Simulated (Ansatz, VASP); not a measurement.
# SiC in two plane-wave programs, part 2 of 3

One calculation is typed for both programs; each brings its own data sets. How far apart do they land? The cell is taken from a series of runs on this material, whose earlier steps may have relaxed, scaled, displaced or heated it; both programs get it as it stands.

VASP 6.6.1 and Ansatz 0.2.0.

So far: Starting point; VASP: zone-centre phonons, LDA.

## Step 2: VASP: zone-centre phonons, LDA (continued)

Level of this step: LDA; plane waves and PAW (C, Si) (VASP).

OUTCAR, selected parts (step 2):

```text
ion  position               nearest neighbor table
   1  0.667  0.333  0.749-   5 1.85   7 1.86   7 1.86   7 1.86
   2  0.333  0.667  0.249-   6 1.85   8 1.86   8 1.86   8 1.86
   3  1.000  0.000  0.499-   7 1.84   6 1.87   6 1.87   6 1.87
   4  0.000  1.000  0.999-   8 1.84   5 1.87   5 1.87   5 1.87
   5  0.667  0.333  0.939-   1 1.85   4 1.87   4 1.87   4 1.87   7 3.00   7 3.00   7 3.00   8 3.01
                             8 3.01   8 3.01
   6  0.333  0.667  0.439-   2 1.85   3 1.87   3 1.87   3 1.87   8 3.00   8 3.00   8 3.00   7 3.01
                             7 3.01   7 3.01
   7  1.000  0.000  0.689-   3 1.84   1 1.86   1 1.86   1 1.86   5 3.00   5 3.00   5 3.00   6 3.01
                             6 3.01   6 3.01
   8  0.000  1.000  0.189-   4 1.84   2 1.86   2 1.86   2 1.86   6 3.00   6 3.00   6 3.00   5 3.01
                             5 3.01   5 3.01

  LATTYP: Found a hexagonal cell.
 ALAT       =     3.0685611213
 C/A-ratio  =     3.1649437851

 Subroutine GETGRP returns: Found 12 space group operations
 (whereof  6 operations were pure point group operations)

The static configuration has the point symmetry C_3v.
 The point group associated with its full space group is C_6v.

 Found     36 irreducible k-points:

   k-points           NKPTS =     36   k-points in BZ     NKDIM =     36   number of bands    NBANDS=     24

   dimension x,y,z NGX =    28 NGY =   28 NGZ =   80
   dimension x,y,z NGXF=    56 NGYF=   56 NGZF=  160

   ENCUT  =  600.0 eV  44.10 Ry    6.64 a.u.   6.13  6.13 19.40*2*pi/ulx,y,z

   NELECT =      32.0000    total number of electrons

 k-points in reciprocal lattice and weights: Automatic mesh
   0.00000000  0.00000000  0.00000000       0.003
   0.11111111  0.00000000  0.00000000       0.019
   0.22222222 -0.00000000  0.00000000       0.019
   0.33333333  0.00000000  0.00000000       0.019
   0.44444444 -0.00000000  0.00000000       0.019
   0.11111111  0.11111111  0.00000000       0.019
   0.22222222  0.11111111  0.00000000       0.037
   0.33333333  0.11111111  0.00000000       0.037
   0.44444444  0.11111111  0.00000000       0.019
[...]
0.33333333  0.22222222  0.50000000       0.037
   0.33333333  0.33333333  0.50000000       0.006

 average (electrostatic) potential at core
       1 -48.3483       2 -48.3483       3 -48.4301       4 -48.4301       5 -81.3486
       6 -81.3486       7 -81.2954       8 -81.2954

   1 f  =   28.923213 THz   181.729904 2PiTHz  964.774524 cm-1   119.616742 meV
             X         Y         Z           dx          dy          dz
      1.534281  0.885817  7.270868    -0.000000   -0.000000   -0.204580
      0.000000  1.771635  2.414957    -0.000000    0.000000    0.204580
      3.068561  0.000000  4.850466    -0.000000    0.000000   -0.584802
     -1.534281  2.657452  9.706377    -0.000000    0.000000    0.584802
      1.534281  0.885817  9.117535     0.000000    0.000000   -0.132272
     -0.000000  1.771635  4.261623    -0.000000   -0.000000    0.132272
      3.068561  0.000000  6.692325     0.000000    0.000000    0.314099
     -1.534281  2.657452  1.836414     0.000000   -0.000000   -0.314099

   2 f  =   28.657712 THz   180.061718 2PiTHz  955.918391 cm-1   118.518722 meV
             X         Y         Z           dx          dy          dz
      1.534281  0.885817  7.270868     0.000000   -0.000000   -0.582460
      0.000000  1.771635  2.414957    -0.000000   -0.000000    0.582460
      3.068561  0.000000  4.850466     0.000000   -0.000000    0.206112
     -1.534281  2.657452  9.706377    -0.000000    0.000000   -0.206112
      1.534281  0.885817  9.117535    -0.000000    0.000000    0.315343
     -0.000000  1.771635  4.261623    -0.000000    0.000000   -0.315343
      3.068561  0.000000  6.692325    -0.000000   -0.000000    0.137175
     -1.534281  2.657452  1.836414     0.000000    0.000000   -0.137175

   3 f  =   26.611160 THz   167.202848 2PiTHz  887.652742 cm-1   110.054864 meV
             X         Y         Z           dx          dy          dz
      1.534281  0.885817  7.270868    -0.000000   -0.000000    0.484709
      0.000000  1.771635  2.414957    -0.000000   -0.000000    0.484709
      3.068561  0.000000  4.850466    -0.000000   -0.000000   -0.508509
     -1.534281  2.657452  9.706377    -0.000000   -0.000000   -0.508509
      1.534281  0.885817  9.117535     0.000000    0.000000   -0.048562
     -0.000000  1.771635  4.261623     0.000000    0.000000   -0.048562
      3.068561  0.000000  6.692325     0.000000    0.000000    0.064173
     -1.534281  2.657452  1.836414     0.000000    0.000000    0.064173

   4 f  =   24.672586 THz   155.022432 2PiTHz  822.988893 cm-1   102.037572 meV
             X         Y         Z           dx          dy          dz
      1.534281  0.885817  7.270868     0.000000   -0.000000   -0.430584
      0.000000  1.771635  2.414957    -0.000000   -0.000000   -0.430584
      3.068561  0.000000  4.850466    -0.000000   -0.000000   -0.405639
     -1.534281  2.657452  9.706377     0.000000   -0.000000   -0.405639
      1.534281  0.885817  9.117535    -0.000000    0.000000    0.289675
     -0.000000  1.771635  4.261623     0.000000    0.000000    0.289675
      3.068561  0.000000  6.692325    -0.000000    0.000000    0.257182
     -1.534281  2.657452  1.836414     0.000000    0.000000    0.257182

   5 f  =   24.298288 THz   152.670649 2PiTHz  810.503659 cm-1   100.489601 meV
             X         Y         Z           dx          dy          dz
      1.534281  0.885817  7.270868     0.327579   -0.263021    0.000000
      0.000000  1.771635  2.414957     0.327579   -0.263021    0.000000
      3.068561  0.000000  4.850466     0.325008   -0.260957    0.000000
     -1.534281  2.657452  9.706377     0.325008   -0.260957    0.000000
      1.534281  0.885817  9.117535    -0.211689    0.169970   -0.000000
     -0.000000  1.771635  4.261623    -0.211689    0.169970   -0.000000
      3.068561  0.000000  6.692325    -0.215079    0.172692   -0.000000
     -1.534281  2.657452  1.836414    -0.215079    0.172692   -0.000000

   6 f  =   24.298288 THz   152.670649 2PiTHz  810.503659 cm-1   100.489601 meV
             X         Y         Z           dx          dy          dz
      1.534281  0.885817  7.270868     0.263021    0.327579   -0.000000
      0.000000  1.771635  2.414957     0.263021    0.327579   -0.000000
      3.068561  0.000000  4.850466     0.260957    0.325008   -0.000000
     -1.534281  2.657452  9.706377     0.260957    0.325008   -0.000000
      1.534281  0.885817  9.117535    -0.169970   -0.211689    0.000000
     -0.000000  1.771635  4.261623    -0.169970   -0.211689    0.000000
      3.068561  0.000000  6.692325    -0.172692   -0.215079    0.000000
     -1.534281  2.657452  1.836414    -0.172692   -0.215079    0.000000

   7 f  =   24.097604 THz   151.409712 2PiTHz  803.809550 cm-1    99.659638 meV
             X         Y         Z           dx          dy          dz
      1.534281  0.885817  7.270868    -0.394694    0.316903   -0.000000
      0.000000  1.771635  2.414957     0.394694   -0.316903   -0.000000
      3.068561  0.000000  4.850466     0.256339   -0.205817   -0.000000
     -1.534281  2.657452  9.706377    -0.256339    0.205817   -0.000000
      1.534281  0.885817  9.117535     0.181153   -0.145449    0.000000
     -0.000000  1.771635  4.261623    -0.181153    0.145449    0.000000
      3.068561  0.000000  6.692325     0.222945   -0.179004    0.000000
     -1.534281  2.657452  1.836414    -0.222945    0.179004    0.000000

   8 f  =   24.097604 THz   151.409712 2PiTHz  803.809550 cm-1    99.659638 meV
             X         Y         Z           dx          dy          dz
      1.534281  0.885817  7.270868     0.316903    0.394694   -0.000000
      0.000000  1.771635  2.414957    -0.316903   -0.394694   -0.000000
      3.068561  0.000000  4.850466    -0.205817   -0.256339   -0.000000
     -1.534281  2.657452  9.706377     0.205817    0.256339    0.000000
      1.534281  0.885817  9.117535    -0.145449   -0.181153    0.000000
     -0.000000  1.771635  4.261623     0.145449    0.181153    0.000000
      3.068561  0.000000  6.692325    -0.179004   -0.222945    0.000000
     -1.534281  2.657452  1.836414     0.179004    0.222945    0.000000

   9 f  =   23.798266 THz   149.528917 2PiTHz  793.824716 cm-1    98.421677 meV
             X         Y         Z           dx          dy          dz
      1.534281  0.885817  7.270868     0.253526   -0.203565    0.000000
      0.000000  1.771635  2.414957    -0.253526    0.203565    0.000000
      3.068561  0.000000  4.850466     0.393051   -0.315596    0.000000
     -1.534281  2.657452  9.706377    -0.393051    0.315596    0.000000
      1.534281  0.885817  9.117535     0.225068   -0.180716   -0.000000
     -0.000000  1.771635  4.261623    -0.225068    0.180716   -0.000000
      3.068561  0.000000  6.692325    -0.185970    0.149323   -0.000000
     -1.534281  2.657452  1.836414     0.185970   -0.149323   -0.000000

  10 f  =   23.798266 THz   149.528917 2PiTHz  793.824716 cm-1    98.421677 meV
             X         Y         Z           dx          dy          dz
      1.534281  0.885817  7.270868    -0.203565   -0.253526    0.000000
      0.000000  1.771635  2.414957     0.203565    0.253526    0.000000
      3.068561  0.000000  4.850466    -0.315596   -0.393051    0.000000
     -1.534281  2.657452  9.706377     0.315596    0.393051    0.000000
      1.534281  0.885817  9.117535    -0.180716   -0.225068    0.000000
     -0.000000  1.771635  4.261623     0.180716    0.225068   -0.000000
      3.068561  0.000000  6.692325     0.149323    0.185970   -0.000000
     -1.534281  2.657452  1.836414    -0.149323   -0.185970   -0.000000

  11 f  =   23.702488 THz   148.927124 2PiTHz  790.629896 cm-1    98.025570 meV
             X         Y         Z           dx          dy          dz
      1.534281  0.885817  7.270868     0.333343   -0.267658    0.000000
      0.000000  1.771635  2.414957     0.333343   -0.267658    0.000000
      3.068561  0.000000  4.850466    -0.336626    0.270294    0.000000
     -1.534281  2.657452  9.706377    -0.336626    0.270294    0.000000
    [... 145 further lines ...]
      3.068561  0.000000  6.692325    -0.053447   -0.414911   -0.000000
     -1.534281  2.657452  1.836414    -0.053447   -0.414911   -0.000000

 MACROSCOPIC STATIC DIELECTRIC TENSOR IONIC CONTRIBUTION
 ------------------------------------------------------
           3.338585    -0.000000     0.000000
          -0.000000     3.338585    -0.000000
           0.000000    -0.000000     3.486128
 ------------------------------------------------------

 ELASTIC MODULI CONTR FROM IONIC RELAXATION (kBar)
 Direction    XX          YY          ZZ          XY          YZ          ZX
 --------------------------------------------------------------------------------
 XX        -599.8238    353.2437    338.2845      0.0000      0.0000      0.0000
 YY         353.2437   -599.8238    338.2845      0.0000     -0.0000     -0.0000
 ZZ         338.2845    338.2845   -930.1651     -0.0000     -0.0000      0.0000
 XY           0.0000      0.0000     -0.0000   -476.5338     -0.0000     -0.0000
 YZ           0.0000     -0.0000     -0.0000     -0.0000   -114.2056      0.0000
 ZX           0.0000     -0.0000      0.0000     -0.0000      0.0000   -121.6229
 --------------------------------------------------------------------------------

 PIEZOELECTRIC TENSOR IONIC CONTR  for field in x, y, z        (C/m^2)
          XX          YY          ZZ          XY          YZ          ZX
  --------------------------------------------------------------------------------
  x    -0.00000     0.00000    -0.00000     0.00000    -0.00000     0.59784
  y    -0.00000     0.00000     0.00000     0.00000     0.57900    -0.00000
  z     0.61546     0.61546    -1.69282    -0.00000    -0.00000     0.00000
```

Energies printed during the response cycles are not total energies of the cell.

[end of part 2 of 3]

[Lines on the potential files, build, host, timing and source positions are cut from VASP's logs without a mark.]

[Logs are printed without paths, hosts, clocks, repeated set-up lines and the standing remarks that a program may print on its own settings, such as how far it seeks lower states.]

[Hosts, paths, dates, database ids (printed as entryN), source tags and the programs' standing remarks are cut or masked in the printed files.]
